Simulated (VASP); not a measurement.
Runs of VASP 6.6.1 on Sn. The structure is tetragonal, space group I4_1/amd (No. 141). The conventional cell has a = 5.839 Å, b = 5.839 Å, c = 3.188 Å, α = 90.00°, β = 90.00°, γ = 90.00°. Sn (site symmetry -4m2) is surrounded by 6 Sn at 3.03 to 3.19 Å. 

```tsv
level	potentials or basis	gap on the mesh (eV)	pressure (GPa)	relaxed volume (Å³/atom)
PBE	VASP PAW PBE potentials, release 64 (Sn_d)	none	0.0	(a)
LDA	VASP PAW LDA potentials, release 64 (Sn_d)	none	0.0	26.15
PBEsol	VASP PAW PBE potentials, release 64 (Sn_d)	none	0.0	(b)
PBE+D3(BJ)	VASP PAW PBE potentials, release 64 (Sn_d)	none	0.0	27.19
r2SCAN	VASP PAW PBE potentials, release 64 (Sn_d)	none	0.0	27.57
```

Alike in all rows: task relaxation of cell and atoms; no spin polarisation; cell relaxed; k mesh 12 × 12 × 12; cutoff (eV) 600; smearing gaussian 0.03 eV.

Fill in the values left out.

(a) 28.38; (b) 26.85.

Caveats: the PAW data sets were made with another functional, which shifts forces and pressure a little (some runs); pairwise dispersion overbinds metals, which lowers pressure and volume (some runs).

A k mesh can miss the band edges, and the runs leave out spin-orbit coupling on Sn.

A gap of «none» marks a metal or a gap under the smearing width.

Not every run made on this cell is shown here.
